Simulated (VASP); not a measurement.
Calculation: r2SCAN meta-GGA, VASP's PBE PAW potentials (set 64) (plane waves; VASP).

VASP input:

### POSCAR
```
SiO2
1
    4.9184578100    -0.0000000000    -0.0000000000
   -2.4592289050     4.2595095323     0.0000000000
    0.0000000000     0.0000000000     5.4305237924
Si O
3 6
Direct
  0.5311571761   0.5311571761   1.0000000000
  0.4688428239   0.0000000000   0.3333330000
  0.0000000000   0.4688428239   0.6666670000
  0.2691315199   0.4133400608   0.7848798033
  0.5866599392   0.8557914592   0.1182128033
  0.1442085408   0.7308684801   0.4515468033
  0.4133400608   0.2691315199   0.2151201967
  0.8557914592   0.5866599392   0.8817871967
  0.7308684801   0.1442085408   0.5484531967
```

File KPOINTS:
```
Automatic mesh
0
Gamma
7 7 5
0 0 0
```

**INCAR**
```
ALGO = Normal
CSHIFT = 0.1
EDIFF = 1E-7
ENCUT = 520
ISMEAR = 0
LASPH = T
LCHARG = F
LMIXTAU = T
LOPTICS = T
LPEAD = T
LREAL = F
LWAVE = F
METAGGA = R2SCAN
NBANDS = 87
NEDOS = 1001
NELM = 100
PREC = Accurate
SIGMA = 0.01
SYSTEM = SiO2
```

POTCAR, in this order: Si O (PBE.64 set). Program: vasp_std.

Output

OUTCAR:
```
 ion  position               nearest neighbor table
   1  0.531  0.531  0.000-   8 1.61   5 1.61   4 1.62   7 1.62   3 3.07   3 3.07   2 3.07   2 3.07
  LATTYP: Found a hexagonal cell.
 ALAT       =     4.9184578100
 C/A-ratio  =     1.1041110857
 Subroutine PRICEL returns:
 Original cell was already a primitive cell.
 Subroutine GETGRP returns: Found  6 space group operations
The static configuration has the point symmetry C_2 .
 The point group associated with its full space group is D_3 .
The dynamic configuration has the point symmetry C_2 .
 Subroutine INISYM returns: Found  6 space group operations
 Subroutine IBZKPT returns following result:
 Found     32 irreducible k-points:

 Following reciprocal coordinates:
            Coordinates               Weight
  0.000000  0.000000  0.000000      1.000000
  0.142857  0.000000  0.000000      6.000000
  0.285714 -0.000000  0.000000      6.000000
  0.428571 -0.000000  0.000000      6.000000
  0.142857  0.142857  0.000000      6.000000
  0.285714  0.142857  0.000000     12.000000
  0.428571  0.142857  0.000000      6.000000
  0.285714  0.285714  0.000000      6.000000
...
```

OSZICAR:
```
       N       E                     dE             d eps       ncg     rms          rms(c)
DAV:   1     0.188404301788E+03    0.18840E+03   -0.21219E+04  5584   0.522E+02
DAV:   2    -0.102730289729E+03   -0.29113E+03   -0.27857E+03  6643   0.170E+02
DAV:   3    -0.113062240829E+03   -0.10332E+02   -0.10224E+02  6744   0.268E+01
DAV:   4    -0.113122969086E+03   -0.60728E-01   -0.60720E-01  6592   0.216E+00
DAV:   5    -0.113123380033E+03   -0.41095E-03   -0.41094E-03  6528   0.166E-01    0.259E+01
DAV:   6    -0.945067754616E+02    0.18617E+02   -0.48054E+00  6196   0.905E+00    0.146E+01
DAV:   7    -0.875556210423E+02    0.69512E+01   -0.30326E+00  6504   0.525E+00    0.497E+00
DAV:   8    -0.950803628394E+02   -0.75247E+01   -0.92837E-01  5915   0.343E+00    0.300E+00
DAV:   9    -0.887851534572E+02    0.62952E+01   -0.50240E-01  5828   0.281E+00    0.130E+00
DAV:  10    -0.893258215101E+02   -0.54067E+00   -0.29409E-01  5652   0.191E+00    0.589E-01
DAV:  11    -0.893134893855E+02    0.12332E-01   -0.89829E-03  6744   0.260E-01    0.645E-01
DAV:  12    -0.892271608130E+02    0.86329E-01   -0.42301E-03  5995   0.282E-01    0.552E-01
DAV:  13    -0.894187789336E+02   -0.19162E+00   -0.33344E-02  5785   0.719E-01    0.460E-01
DAV:  14    -0.894283137490E+02   -0.95348E-02   -0.43993E-03  6512   0.249E-01    0.480E-01
DAV:  15    -0.894283173666E+02   -0.36176E-05   -0.36235E-05  6664   0.173E-02    0.493E-01
DAV:  16    -0.894265638970E+02    0.17535E-02   -0.55641E-04  5925   0.847E-02    0.521E-01
DAV:  17    -0.894293543604E+02   -0.27905E-02   -0.72067E-04  5911   0.935E-02    0.435E-01
DAV:  18    -0.894298792779E+02   -0.52492E-03   -0.28209E-04  5967   0.644E-02    0.308E-01
DAV:  19    -0.894299031845E+02   -0.23907E-04   -0.45515E-05  5991   0.231E-02    0.239E-01
DAV:  20    -0.894300670956E+02   -0.16391E-03   -0.20686E-05  6005   0.178E-02    0.187E-01
DAV:  21    -0.894301614064E+02   -0.94311E-04   -0.16610E-05  6242   0.167E-02    0.592E-02
DAV:  22    -0.894301692442E+02   -0.78378E-05   -0.17410E-05  6071   0.148E-02    0.254E-02
DAV:  23    -0.894301899695E+02   -0.20725E-04   -0.49100E-06  5949   0.765E-03    0.604E-03
DAV:  24    -0.894301924606E+02   -0.24911E-05   -0.84421E-07  6312   0.310E-03    0.176E-02
DAV:  25    -0.894301960732E+02   -0.36126E-05   -0.79381E-07  5911   0.346E-03    0.148E-02
DAV:  26    -0.894301972220E+02   -0.11488E-05   -0.43744E-07  5988   0.273E-03    0.536E-03
DAV:  27    -0.894301982493E+02   -0.10274E-05   -0.98720E-08  5512   0.111E-03    0.652E-04
DAV:  28    -0.894301981829E+02    0.66397E-07   -0.76740E-09  4193   0.314E-04
   1 F= -.89430198E+02 E0= -.89430198E+02  d E =-.125361E-18
 imaginary and real dielectric function
```

### OUTCAR
```
------------------------ aborting loop because EDIFF is reached ----------------------------------------
  FORCE on cell =-STRESS in cart. coord.  units (eV):
  Direction    XX          YY          ZZ          XY          YZ          ZX
  --------------------------------------------------------------------------------------
  Total        0.0489287      0.0489287     -0.1177879     -0.0000000      0.0000000      0.0000000
  in kB        0.6890386      0.6890387     -1.6587505     -0.0000000      0.0000000      0.0000000
  external PRESSURE =      -0.0935577 kB  Pullay stress =       0.0000000 kB
  volume of cell :      113.77
      direct lattice vectors                 reciprocal lattice vectors
     4.918457810  0.000000000  0.000000000     0.203315763  0.117384407  0.000000000
    -2.459228905  4.259509532  0.000000000     0.000000000  0.234768814  0.000000000
     0.000000000  0.000000000  5.430523792     0.000000000  0.000000000  0.184144300
 POSITION                                       TOTAL-FORCE (eV/Angst)
 -----------------------------------------------------------------------------------
      1.30624      2.26247      0.00000         0.000107      0.000185      0.000000
      2.30598      0.00000      1.81017        -0.000214      0.000000      0.000000
     -1.15299      1.99704      3.62035         0.000107     -0.000185      0.000000
      0.30721      1.76063      4.26231        -0.000845      0.004401      0.002798
      0.78088      3.64525      0.64196        -0.003389     -0.002932      0.002798
     -1.08809      3.11314      2.45214         0.004234     -0.001469      0.002798
      1.37114      1.14637      1.16822         0.004234      0.001469     -0.002798
      2.76644      2.49888      4.78857        -0.000845     -0.004401     -0.002798
      3.24010      0.61426      2.97839        -0.003389      0.002932     -0.002798
 -----------------------------------------------------------------------------------
    total drift:                                0.002733     -0.001303      0.000000
  FREE ENERGIE OF THE ION-ELECTRON SYSTEM (eV)
  ---------------------------------------------------
  free  energy   TOTEN  =       -89.4301981829 eV

  energy  without entropy=      -89.4301981829  energy(sigma->0) =      -89.43019818

 plasma frequency squared (from intraband transitions) (eV^2)
  --------------------------------------------------------------------------------------
       0.000       0.000       0.000
       0.000       0.000       0.000
       0.000       0.000       0.000

 plasma frequency squared (from interband transitions, int dw w eps(2)(w)) (eV^2)
  --------------------------------------------------------------------------------------
     397.894       0.000      -0.000       0.000      -0.000       0.000
      -0.000       0.000     397.894       0.000       0.000      -0.000
      -0.000      -0.000       0.000       0.000     398.814       0.000
```
(Selected blocks of OUTCAR.)

The structure comes from a computed database's SiO2 entry (P3_121); how it stands against other phases isn't given here. It was relaxed first.
